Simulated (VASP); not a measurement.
Level of theory: PBE GGA, VASP's PBE PAW potentials (set 64) (plane waves; VASP).

The input files of a VASP run:

INCAR:
```
ALGO = Normal
EDIFF = 1E-7
EDIFFG = -0.01
ENCUT = 480
GGA = PE
IBRION = 2
ISIF = 3
ISMEAR = 1
ISPIN = 2
LASPH = .TRUE.
LCHARG = .FALSE.
LMAXMIX = 4
LORBIT = 10
LREAL = .FALSE.
LWAVE = .FALSE.
MAGMOM = -0.0 3*0.3
NELM = 100
NSW = 40
PREC = Accurate
PSTRESS = 20
SIGMA = 0.1
SYSTEM = Ni3Al
```

### KPOINTS
```
Automatic mesh
0
Gamma
8 8 8
0 0 0
```

**POSCAR**
```
Ni3Al
1.0
  3.5540771070   0.0000000000   0.0000000000
  0.0000000000   3.5540771070   0.0000000000
  0.0000000000   0.0000000000   3.5540771070
Al Ni
1 3
Cartesian
  0.0000000000   0.0000000000   0.0000000000
  0.0000000000   1.7770385535   1.7770385535
  1.7770385535   0.0000000000   1.7770385535
  1.7770385535   1.7770385535   0.0000000000
```

POTCAR, in this order: Al Ni (PBE.64 set). Program: vasp_std.

Output of the run:

**OSZICAR**
```
       N       E                     dE             d eps       ncg     rms          rms(c)
DAV:   1     0.185949865145E+03    0.18595E+03   -0.14000E+04  2808   0.198E+03
DAV:   2    -0.155365433346E+02   -0.20149E+03   -0.19449E+03  2812   0.363E+02
DAV:   3    -0.258589767613E+02   -0.10322E+02   -0.95579E+01  3064   0.109E+02
DAV:   4    -0.261026297599E+02   -0.24365E+00   -0.24146E+00  3200   0.153E+01
DAV:   5    -0.261100421582E+02   -0.74124E-02   -0.74102E-02  3372   0.253E+00    0.196E+01
DAV:   6    -0.271087328631E+02   -0.99869E+00   -0.76022E+01  3148   0.142E+02    0.211E+01
DAV:   7    -0.219179814283E+02    0.51908E+01   -0.21959E+01  3068   0.759E+01    0.246E+00
DAV:   8    -0.219051491625E+02    0.12832E-01   -0.46815E-01  3000   0.589E+00    0.156E+00
DAV:   9    -0.218883424862E+02    0.16807E-01   -0.53288E-02  3684   0.325E+00    0.679E-01
DAV:  10    -0.218901794257E+02   -0.18369E-02   -0.46220E-03  3784   0.924E-01    0.289E-01
DAV:  11    -0.218903447416E+02   -0.16532E-03   -0.39507E-03  3536   0.912E-01    0.163E-01
DAV:  12    -0.218905850687E+02   -0.24033E-03   -0.54551E-04  3220   0.412E-01    0.637E-02
DAV:  13    -0.218905965314E+02   -0.11463E-04   -0.75398E-05  3632   0.107E-01    0.315E-02
DAV:  14    -0.218905993250E+02   -0.27936E-05   -0.74202E-06  3420   0.351E-02    0.948E-03
DAV:  15    -0.218905995590E+02   -0.23402E-06   -0.22401E-06  3136   0.194E-02    0.425E-03
DAV:  16    -0.218905995664E+02   -0.73451E-08   -0.22287E-07  2348   0.642E-03
   1 F= -.21330197E+02 E0= -.21329720E+02  d E =-.213302E+02  mag=     0.7512
```

OUTCAR:
```
------------------------ aborting loop because EDIFF is reached ----------------------------------------
  FORCE on cell =-STRESS in cart. coord.  units (eV):
  Direction    XX          YY          ZZ          XY          YZ          ZX
  --------------------------------------------------------------------------------------
  Total        0.5632468      0.5632468      0.5632468      0.0000000     -0.0000000     -0.0000000
  in kB       20.1015135     20.1015135     20.1015135      0.0000000     -0.0000000     -0.0000000
  external PRESSURE =       0.1015135 kB  Pullay stress =      20.0000000 kB
  volume of cell :       44.89
      direct lattice vectors                 reciprocal lattice vectors
     3.554077107  0.000000000  0.000000000     0.281366996  0.000000000  0.000000000
     0.000000000  3.554077107  0.000000000     0.000000000  0.281366996  0.000000000
     0.000000000  0.000000000  3.554077107     0.000000000  0.000000000  0.281366996
 POSITION                                       TOTAL-FORCE (eV/Angst)
 -----------------------------------------------------------------------------------
      0.00000      0.00000      0.00000         0.000000      0.000000      0.000000
      0.00000      1.77704      1.77704         0.000000      0.000000      0.000000
      1.77704      0.00000      1.77704         0.000000      0.000000      0.000000
      1.77704      1.77704      0.00000         0.000000      0.000000      0.000000
 -----------------------------------------------------------------------------------
    total drift:                                0.000000      0.000000      0.000000
  FREE ENERGIE OF THE ION-ELECTRON SYSTEM (eV)
  ---------------------------------------------------
  free  energy   TOTEN  =       -21.8905995664 eV

  energy  without entropy=      -21.8891676655  energy(sigma->0) =      -21.89012227
  enthalpy is  TOTEN    =       -21.3301972129 eV   P V=        0.5604023535

 total charge

# of ion       s       p       d       tot
------------------------------------------
    1        0.410   0.394   0.000   0.804
    2        0.495   0.521   8.382   9.399
    3        0.495   0.521   8.382   9.399
    4        0.495   0.521   8.382   9.399
--------------------------------------------------
tot          1.896   1.958  25.146  29.000

 magnetization (x)

# of ion       s       p       d       tot
------------------------------------------
    1       -0.001  -0.008   0.000  -0.009
    2       -0.003  -0.010   0.281   0.268
    3       -0.003  -0.010   0.281   0.268
    4       -0.003  -0.010   0.281   0.268
--------------------------------------------------
tot         -0.010  -0.038   0.842   0.794

 reached required accuracy - stopping structural energy minimisation
```
(Selected blocks of OUTCAR.)

File OUTCAR:
```
 val. band max:        9.5570175878   @ k =   0.2500   0.2500   0.0000

 cond. band min:       9.5899941527   @ k =   0.0000   0.0000   0.0000


 Fermi energy:         9.5733460794

 spin component 1

 k-point     1 :       0.0000    0.0000    0.0000
  band No.  band energies     occupation
      1      -0.4141      1.00000
      2       5.2430      1.00000
      3       5.9078      1.00000
      4       5.9078      1.00000
      5       6.2538      1.00000
      6       6.2538      1.00000
      7       6.2538      1.00000
      8       8.1789      1.00000
      9       8.1789      1.00000
     10       8.1789      1.00000
     11       9.0014      1.00000
     12       9.0014      1.00000
     13       9.2955      1.00031
     14       9.4717      1.02678
     15       9.4717      1.02678
     16       9.4717      1.02678
     17      10.4467     -0.00000
     18      10.4467     -0.00000
     19      10.4467     -0.00000
     20      16.1449      0.00000

 k-point     2 :       0.1250    0.0000    0.0000
  band No.  band energies     occupation
      1      -0.2230      1.00000
      2       5.2932      1.00000
      3       5.7956      1.00000
      4       6.0268      1.00000
      5       6.2853      1.00000
      6       6.2853      1.00000
      7       6.2975      1.00000
      8       8.0751      1.00000
      9       8.0751      1.00000
     10       8.1312      1.00000
     11       8.8868      1.00000
     12       9.0031      1.00000
     13       9.1118      1.00000
     14       9.1118      1.00000
     15       9.2270      1.00001
     16       9.4718      1.02664
     17       9.7411     -0.01952
     18      11.0519     -0.00000
     19      11.0519     -0.00000
     20      16.1318      0.00000

 k-point     3 :       0.2500    0.0000    0.0000
  band No.  band energies     occupation
      1       0.3403      1.00000
      2       5.0016      1.00000
      3       5.7184      1.00000
...
```

The compound is Ni3Al in the L1_2 structure. It was relaxed first under an external pressure of 2 GPa.
